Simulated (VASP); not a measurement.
Output of a VASP run:

**OUTCAR**
```
 ion  position               nearest neighbor table
   1  0.000  0.000  0.000-
  LATTYP: Found a body centered cubic cell.
 ALAT       =     3.3000000000
 Subroutine PRICEL returns:
 Original cell was already a primitive cell.
 Subroutine GETGRP returns: Found 48 space group operations
The static configuration has the point symmetry O_h .
The dynamic configuration has the point symmetry O_h .
 Subroutine INISYM returns: Found 48 space group operations
 Subroutine IBZKPT returns following result:
 Found    104 irreducible k-points:

 Following reciprocal coordinates:
            Coordinates               Weight
  0.000000  0.000000  0.000000      1.000000
  0.071429  0.000000  0.000000     12.000000
  0.142857  0.000000  0.000000     12.000000
  0.214286  0.000000  0.000000     12.000000
  0.285714  0.000000  0.000000     12.000000
  0.357143  0.000000  0.000000     12.000000
  0.428571  0.000000  0.000000     12.000000
  0.500000  0.000000  0.000000      6.000000
  0.071429  0.071429  0.000000     24.000000
  0.142857  0.071429  0.000000     48.000000
  0.214286  0.071429  0.000000     48.000000
  0.285714  0.071429 -0.000000     48.000000
  0.357143  0.071429  0.000000     48.000000
  0.428571  0.071429  0.000000     48.000000
  0.142857  0.142857  0.000000     24.000000
  0.214286  0.142857 -0.000000     48.000000
  0.285714  0.142857  0.000000     48.000000
  0.357143  0.142857 -0.000000     48.000000
  0.428571  0.142857 -0.000000     24.000000
  0.214286  0.214286  0.000000     24.000000
  0.285714  0.214286 -0.000000     48.000000
  0.357143  0.214286  0.000000     48.000000
  0.285714  0.285714  0.000000     24.000000
  0.357143  0.285714 -0.000000     24.000000
  0.071429  0.071429  0.071429      8.000000
  0.142857  0.071429  0.071429     24.000000
  0.214286  0.071429  0.071429     24.000000
  0.285714  0.071429  0.071429     24.000000
  0.357143  0.071429  0.071429     24.000000
  0.428571  0.071429  0.071429     12.000000
 -0.071429  0.071429  0.071429      6.000000
  0.142857  0.142857  0.071429     24.000000
  0.214286  0.142857  0.071429     48.000000
  0.285714  0.142857  0.071429     48.000000
  0.357143  0.142857  0.071429     48.000000
 -0.142857  0.142857  0.071429     24.000000
  0.214286  0.214286  0.071429     24.000000
  0.285714  0.214286  0.071429     48.000000
  0.357143  0.214286  0.071429     24.000000
 -0.214286  0.214286  0.071429     24.000000
   k-points           NKPTS =    104   k-points in BZ     NKDIM =    104   number of bands    NBANDS=      9
   number of dos      NEDOS =    301   number of ions     NIONS =      1
   total plane-waves  NPLWV =   8000
   dimension x,y,z NGX =    20 NGY =   20 NGZ =   20
   dimension x,y,z NGXF=    40 NGYF=   40 NGZF=   40
   ions per type =               1
   PREC   = accura    normal or accurate (medium, high low for compatibility)
   ISTART =      0    job   : 0-new  1-cont  2-samecut
   ICHARG =      2    charge: 1-file 2-atom 10-const
   ISPIN  =      1    spin polarized calculation?
   LNONCOLLINEAR =      F non collinear calculations
   LSORBIT =      F    spin-orbit coupling
   INIWAV =      1    electr: 0-lowe 1-rand  2-diag
   ENCUT  =  400.0 eV  29.40 Ry    5.42 a.u.   4.66  4.66  4.66*2*pi/ulx,y,z
   NELM   =    100;   NELMIN=  2; NELMDL= -5     # of ELM steps
   EDIFF  = 0.1E-05   stopping-criterion for ELM
   LREAL  =      F    real-space projection
   NLSPLINE    = F    spline interpolate recip. space projectors
   LMAXMIX     =    6 max onsite mixed and CHGCAR
   VOSKOWN=      0    Vosko Wilk Nusair interpolation
   EDIFFG = 0.1E-04   stopping-criterion for IOM
   NSW    =      0    number of steps for IOM
   NBLOCK =      1;   KBLOCK =      1    inner block; outer block
   IBRION =     -1    ionic relax: 0-MD 1-quasi-New 2-CG
   NFREE  =      0    steps in history (QN), initial steepest desc. (CG)
...
```

### OSZICAR
```
       N       E                     dE             d eps       ncg     rms          rms(c)
DAV:   1     0.375157850656E+02    0.37516E+02   -0.58577E+03  1880   0.968E+02
DAV:   2    -0.116609450276E+02   -0.49177E+02   -0.48446E+02  2353   0.220E+02
DAV:   3    -0.122655664767E+02   -0.60462E+00   -0.56809E+00  2202   0.244E+01
DAV:   4    -0.122687408972E+02   -0.31744E-02   -0.31691E-02  2109   0.159E+00
DAV:   5    -0.122687596498E+02   -0.18753E-04   -0.18751E-04  2143   0.104E-01    0.136E+01
DAV:   6    -0.119230499684E+02    0.34571E+00   -0.38954E-01  1936   0.764E+00    0.668E+00
DAV:   7    -0.118167216071E+02    0.10633E+00   -0.31831E-01  1965   0.655E+00    0.390E-01
DAV:   8    -0.118153356353E+02    0.13860E-02   -0.20991E-03  2080   0.575E-01    0.640E-02
DAV:   9    -0.118153616462E+02   -0.26011E-04   -0.41727E-05  2137   0.814E-02    0.340E-02
DAV:  10    -0.118153563991E+02    0.52471E-05   -0.35561E-06  1964   0.282E-02    0.638E-03
DAV:  11    -0.118153571586E+02   -0.75947E-06   -0.60637E-08   982   0.387E-03
   1 F= -.11815357E+02 E0= -.11815308E+02  d E =-.974986E-04
```

OUTCAR:
```
------------------------ aborting loop because EDIFF is reached ----------------------------------------
  FORCE on cell =-STRESS in cart. coord.  units (eV):
  Direction    XX          YY          ZZ          XY          YZ          ZX
  --------------------------------------------------------------------------------------
  Total        0.4086457      0.4086457      0.4086457      0.0000000      0.0000000      0.0000000
  in kB       36.4372547     36.4372547     36.4372547      0.0000000      0.0000000      0.0000000
  external PRESSURE =      36.4372547 kB  Pullay stress =       0.0000000 kB
  volume of cell :       17.97
      direct lattice vectors                 reciprocal lattice vectors
    -1.650000000  1.650000000  1.650000000     0.000000000  0.303030303  0.303030303
     1.650000000 -1.650000000  1.650000000     0.303030303  0.000000000  0.303030303
     1.650000000  1.650000000 -1.650000000     0.303030303  0.303030303  0.000000000
 POSITION                                       TOTAL-FORCE (eV/Angst)
 -----------------------------------------------------------------------------------
      0.00000      0.00000      0.00000         0.000000     -0.000000      0.000000
 -----------------------------------------------------------------------------------
    total drift:                               -0.000000     -0.000000      0.000000
  FREE ENERGIE OF THE ION-ELECTRON SYSTEM (eV)
  ---------------------------------------------------
  free  energy   TOTEN  =       -11.8153571586 eV

  energy  without entropy=      -11.8152596600  energy(sigma->0) =      -11.81530841
```
(Selected blocks of OUTCAR.)

File POSCAR:
```
Ta
1
   -1.6500000000     1.6500000000     1.6500000000
    1.6500000000    -1.6500000000     1.6500000000
    1.6500000000     1.6500000000    -1.6500000000
Ta
1
Direct
  0.0000000000   0.0000000000   0.0000000000
```

**Question.** Reconstruct the remaining input files.

**Answer.** One answer among several that fit: the input of the run itself, PBE GGA, plane waves, VASP's PBE PAW potentials (set 64).

### INCAR
```
ALGO=Normal
EDIFF=1E-6
ENCUT=400
GGA=PE
ISIF=2
ISMEAR=0
LASPH=.True.
LCHARG=.False.
LMAXMIX=6
LREAL=.False.
LWAVE=.False.
NELM=100
PREC=Accurate
SIGMA=0.01
SYSTEM=Ta
```

### KPOINTS
```
Automatic
0
G
14 14 14
```

POTCAR, in this order: Ta_pv (PBE.64 set). Program: vasp_std.

The compound is Ta in the bcc structure. The cell was not relaxed at this level. The run is one of a series of settings (ISMEAR = 0, SIGMA = 0.01 against the base run), some of them coarse on purpose.
